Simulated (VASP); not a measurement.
Calculation: AM05 GGA, VASP's PBE PAW potentials (set 64) (plane waves; VASP).

VASP input:

**POSCAR**
```
AlN
1
    0.0000000000     2.1885965260     2.1885965260
    2.1885965260    -0.0000000000     2.1885965260
    2.1885965260     2.1885965260     0.0000000000
Al N
1 1
Direct
  0.0000000000   0.0000000000   0.0000000000
  0.2500000000   0.2500000000   0.2500000000
```

File KPOINTS:
```
k-points along high-symmetry lines
15
Line-mode
Reciprocal
  0.000000   0.000000   0.000000 ! GAMMA
 -0.500000  -0.500000   0.000000 ! X

 -0.500000  -0.500000   0.000000 ! X
 -0.375000  -0.375000   0.250000 ! U

 -0.375000  -0.000000   0.375000 ! K
  0.000000   0.000000   0.000000 ! GAMMA

  0.000000   0.000000   0.000000 ! GAMMA
 -0.000000  -0.000000   0.500000 ! L

 -0.000000  -0.000000   0.500000 ! L
 -0.500000  -0.250000   0.250000 ! W

 -0.500000  -0.250000   0.250000 ! W
 -0.500000  -0.500000   0.000000 ! X
```

### INCAR
```
! general
SYSTEM = AlN
PREC   = Accurate
ENCUT  = 520
LREAL  = .FALSE.   ! projection in real space or not
LASPH  = .TRUE.   ! aspherical one-centre terms
ICHARG = 11   ! fixed density

! electronic loop
EDIFF  = 1E-7
NELM   = 100
ALGO   = Normal

! smearing
ISMEAR = 0
SIGMA  = 0.05

! functional
GGA    = AM   ! AM05

! output
LWAVE  = .FALSE.
LCHARG = .FALSE.
LORBIT = 11
```

POTCAR, in this order: Al N (PBE.64 set). Program: vasp_std. Read from the step before: CHGCAR.

The resulting files:

OSZICAR:
```
       N       E                     dE             d eps       ncg     rms          rms(c)
DAV:   1     0.983783188214E+01    0.98378E+01   -0.39331E+03  1496   0.816E+02
DAV:   2    -0.138131734176E+02   -0.23651E+02   -0.22417E+02  2024   0.127E+02
DAV:   3    -0.142124150068E+02   -0.39924E+00   -0.39924E+00  1672   0.216E+01
DAV:   4    -0.142139348954E+02   -0.15199E-02   -0.15199E-02  2160   0.121E+00
DAV:   5    -0.142139392356E+02   -0.43402E-05   -0.43402E-05  1688   0.478E-02
DAV:   6    -0.142139392862E+02   -0.50592E-07   -0.50592E-07  2144   0.404E-03
   1 F= -.14213939E+02 E0= -.14213939E+02  d E =-.447441E-13
```

**OUTCAR**
```
 val. band max:        5.8616962628   @ k =  -0.0268   0.0000   0.0268

 cond. band min:       9.0543342627   @ k =  -0.5000  -0.5000   0.0000



 k-point     1 :       0.0000    0.0000    0.0000
  band No.  band energies     occupation
      1      -9.0218      2.00000
      2       5.8616      2.00000
      3       5.8616      2.00000
      4       5.8616      2.00000
      5       9.9924      0.00000
      6      18.2941      0.00000
      7      18.2941      0.00000
      8      18.2941      0.00000

 k-point     2 :      -0.0357   -0.0357    0.0000
  band No.  band energies     occupation
      1      -8.9965      2.00000
      2       5.7390      2.00000
      3       5.8339      2.00000
      4       5.8339      2.00000
      5      10.1262      0.00000
      6      18.2062      0.00000
      7      18.3312      0.00000
      8      18.3312      0.00000

 k-point     3 :      -0.0714   -0.0714    0.0000
  band No.  band energies     occupation
      1      -8.9213      2.00000
      2       5.4148      2.00000
      3       5.7531      2.00000
      4       5.7531      2.00000
      5      10.4776      0.00000
      6      17.9608      0.00000
      7      18.4398      0.00000
      8      18.4398      0.00000

 k-point     4 :      -0.1071   -0.1071    0.0000
  band No.  band energies     occupation
      1      -8.7974      2.00000
      2       4.9722      2.00000
      3       5.6264      2.00000
      4       5.6264      2.00000
      5      10.9428      0.00000
      6      17.6036      0.00000
      7      18.6132      0.00000
      8      18.6133      0.00000

 k-point     5 :      -0.1429   -0.1429    0.0000
  band No.  band energies     occupation
      1      -8.6275      2.00000
      2       4.4760      2.00000
      3       5.4640      2.00000
      4       5.4640      2.00000
      5      11.4141      0.00000
      6      17.1896      0.00000
      7      18.8415      0.00000
      8      18.8416      0.00000
...
```

The density is held fixed in this step, so its total energy and stress have no physical meaning.

The compound is AlN in the zinc blende structure, a metastable form; wurtzite is the usual one. It was relaxed first.
